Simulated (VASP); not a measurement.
Output of a VASP run:

OSZICAR:
```
       N       E                     dE             d eps       ncg     rms          rms(c)
DAV:   1     0.866291214996E+02    0.86629E+02   -0.97144E+03   840   0.149E+03
DAV:   2    -0.998977704946E+01   -0.96619E+02   -0.88145E+02  1104   0.272E+02
DAV:   3    -0.141235083115E+02   -0.41337E+01   -0.41055E+01  1096   0.547E+01
DAV:   4    -0.142313592782E+02   -0.10785E+00   -0.10781E+00  1132   0.829E+00
DAV:   5    -0.142339012029E+02   -0.25419E-02   -0.25419E-02  1132   0.100E+00    0.174E+01
DAV:   6    -0.121396577463E+02    0.20942E+01   -0.10329E+01   968   0.246E+01    0.207E+01
DAV:   7    -0.120348294154E+02    0.10483E+00   -0.56203E-01  1048   0.681E+00    0.119E+01
DAV:   8    -0.120268483587E+02    0.79811E-02   -0.13712E-01   900   0.413E+00    0.859E-01
DAV:   9    -0.120272315400E+02   -0.38318E-03   -0.13736E-02  1128   0.101E+00    0.210E-01
DAV:  10    -0.120278714872E+02   -0.63995E-03   -0.12166E-03   876   0.356E-01    0.493E-02
DAV:  11    -0.120279888767E+02   -0.11739E-03   -0.18063E-04  1012   0.119E-01    0.451E-02
DAV:  12    -0.120280014529E+02   -0.12576E-04   -0.22603E-05   952   0.476E-02    0.205E-02
DAV:  13    -0.120280009665E+02    0.48634E-06   -0.32500E-06  1028   0.205E-02
   1 F= -.99426491E+01 E0= -.99426491E+01  d E =-.994265E+01
       N       E                     dE             d eps       ncg     rms          rms(c)
DAV:   1    -0.125162113451E+02   -0.48821E+00   -0.13960E+01  1076   0.364E+01    0.958E+00
DAV:   2    -0.119874425011E+02    0.52877E+00   -0.19595E+00   904   0.119E+01    0.203E+00
DAV:   3    -0.118871129523E+02    0.10033E+00   -0.25630E-01  1220   0.523E+00    0.151E+00
DAV:   4    -0.118748894539E+02    0.12223E-01   -0.12187E-01  1256   0.258E+00    0.113E+00
DAV:   5    -0.118813338167E+02   -0.64444E-02   -0.40090E-03  1256   0.596E-01    0.283E-01
DAV:   6    -0.118827822099E+02   -0.14484E-02   -0.26080E-03  1348   0.361E-01    0.147E-01
DAV:   7    -0.118830823638E+02   -0.30015E-03   -0.51942E-04  1416   0.166E-01    0.565E-02
DAV:   8    -0.118830773923E+02    0.49715E-05   -0.15151E-05   928   0.430E-02    0.136E-02
DAV:   9    -0.118830779241E+02   -0.53182E-06   -0.72189E-06  1224   0.176E-02
   2 F= -.99505296E+01 E0= -.99505296E+01  d E =-.788051E-02
       N       E                     dE             d eps       ncg     rms          rms(c)
DAV:   1    -0.120809321304E+02   -0.19785E+00   -0.26073E+00   976   0.156E+01    0.340E+00
DAV:   2    -0.119851252586E+02    0.95807E-01   -0.40165E-01   936   0.552E+00    0.944E-01
DAV:   3    -0.119651330586E+02    0.19992E-01   -0.46376E-02  1208   0.231E+00    0.120E+00
DAV:   4    -0.119621298145E+02    0.30032E-02   -0.18181E-02  1296   0.102E+00    0.869E-01
DAV:   5    -0.119633484081E+02   -0.12186E-02   -0.15435E-03  1288   0.293E-01    0.324E-01
DAV:   6    -0.119637223744E+02   -0.37397E-03   -0.16716E-03  1344   0.265E-01    0.266E-02
DAV:   7    -0.119637187003E+02    0.36741E-05   -0.24055E-05  1236   0.400E-02    0.915E-03
DAV:   8    -0.119637182796E+02    0.42065E-06   -0.19861E-06   796   0.149E-02
   3 F= -.99651573E+01 E0= -.99651573E+01  d E =-.225082E-01
```

**OUTCAR**
```
------------------------ aborting loop because EDIFF is reached ----------------------------------------
  FORCE on cell =-STRESS in cart. coord.  units (eV):
  Direction    XX          YY          ZZ          XY          YZ          ZX
  --------------------------------------------------------------------------------------
  Total        1.9950514      1.9950514      1.9950514     -0.0000000      0.0000000     -0.0000000
  in kB       99.8243942     99.8243942     99.8243942     -0.0000000      0.0000000     -0.0000000
  external PRESSURE =      -0.1756058 kB  Pullay stress =     100.0000000 kB
  volume of cell :       32.02
      direct lattice vectors                 reciprocal lattice vectors
    -0.000000000  2.520379826  2.520379826    -0.198382797  0.198382797  0.198382797
     2.520379826 -0.000000000  2.520379826     0.198382797 -0.198382797  0.198382797
     2.520379826  2.520379826 -0.000000000     0.198382797  0.198382797 -0.198382797
  FREE ENERGIE OF THE ION-ELECTRON SYSTEM (eV)
  ---------------------------------------------------
  free  energy   TOTEN  =       -11.9637182796 eV

  energy  without entropy=      -11.9637182796  energy(sigma->0) =      -11.96371828
  enthalpy is  TOTEN    =        -9.9651573292 eV   P V=        1.9985609505

 reached required accuracy - stopping structural energy minimisation
```
(Selected blocks of OUTCAR.)

File POSCAR:
```
SrO
1
    0.0000000000     2.5563480054     2.5563480054
    2.5563480054     0.0000000000     2.5563480054
    2.5563480054     2.5563480054     0.0000000000
Sr O
1 1
Direct
  0.0000000000   0.0000000000   0.0000000000
  0.5000000000   0.5000000000   0.5000000000
```

### Question
Write an INCAR and KPOINTS that could have produced this output.

### Answer
Several could match; the one computed here: the input of the run itself, PBE GGA, plane waves, VASP's PBE PAW potentials (set 64).

INCAR:
```
ALGO=Normal
EDIFF=1E-6
EDIFFG=-0.02
ENCUT=620
GGA=PE
IBRION=2
ISIF=3
ISMEAR=0
LASPH=.TRUE.
LCHARG=.FALSE.
LMAXMIX=4
LREAL=.FALSE.
LWAVE=.FALSE.
NELM=100
NSW=40
PREC=Accurate
PSTRESS=100
SIGMA=0.05
SYSTEM=SrO
```

### KPOINTS
```
kpoints
0
G
9 9 9
```

POTCAR, in this order: Sr_sv O (PBE.64 set). Program: vasp_std.

Energy and stress use the plane-wave basis of the starting cell.

The compound is SrO in the rock salt structure. This run relaxes it under an external pressure of 10 GPa. Symmetry was kept, so distortions that lower it aren't found.
